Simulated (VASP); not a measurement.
Consider the following.

```xyz
2
Lattice="0.0000 2.7388 2.7388 2.7388 0.0000 2.7388 2.7388 2.7388 0.0000" Properties=species:S:1:pos:R:3 pbc="T T T"
Sn     0.0000     0.0000     0.0000
O      1.3694     1.3694     1.3694
```

Method: PBE GGA, VASP's PBE PAW potentials (set 64) (plane waves; VASP 6.6.1). Run with 520 eV cut-off, 13×13×13 Γ-centred mesh, tetrahedra with Blöchl corrections, potentials Sn_d O.

Unless said otherwise, spin-orbit coupling is left out, though it shifts the bands of the heavy elements here.

Problem. What does the run give for the energy per atom (σ→0), band gap (on the k-mesh) with the smallest direct gap where there is one?

Solution. 
- band gap (on the k-mesh) = none (metal, semimetal or under 0.01 eV)
- energy per atom (σ→0) = -5.229 eV/atom

Only differences to runs with the same potentials and settings are physical.

The structure was generated: SnO was put into the zinc blende type (F-43m), which need not be its known phase. It was relaxed first, which changed the volume by +55 %.
